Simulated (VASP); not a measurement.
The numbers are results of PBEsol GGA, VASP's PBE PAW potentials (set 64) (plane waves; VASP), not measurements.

A VASP calculation is set up with these files.

### INCAR
```
SYSTEM  =  CdS
PREC  =  Accurate; ENCUT  =  400; LREAL  =  .FALSE.
LASPH  =  .TRUE.
EDIFF  =  1E-7; NELM  =  100; ALGO  =  Normal
LMAXMIX  =  4
ISMEAR  =  -5
GGA  =  PS
ISIF  =  2
LWAVE  =  .FALSE.; LCHARG  =  .TRUE.; LORBIT  =  11
NEDOS  =  601
```

File KPOINTS:
```
Automatic mesh
0
Gamma
9 9 9
0 0 0
```

### POSCAR
```
CdS
1
   -0.0000000000     2.9132300781     2.9132300781
    2.9132300781     0.0000000000     2.9132300781
    2.9132300781     2.9132300781    -0.0000000000
Cd S
1 1
Direct
  1.0000000000   0.0000000000   1.0000000000
  0.2500000000   0.2500000000   0.2500000000
```

POTCAR, in this order: Cd S (PBE.64 set). Program: vasp_std.

Q: What will the output report for the number of irreducible k-points (NKPTS), number of bands (NBANDS), largest plane-wave count, number of space-group operations, FFT grid (NGX, NGY, NGZ)?

A: 
```json
{
  "number of irreducible k-points (NKPTS)": "35",
  "number of bands (NBANDS)": "13",
  "largest_plane_wave_count": "914",
  "number_of_space_group_operations": "24",
  "FFT grid (NGX, NGY, NGZ)": "28 × 28 × 28"
}
```

The compound is CdS in the zinc blende structure, a metastable form; wurtzite is the usual one. It was relaxed first.
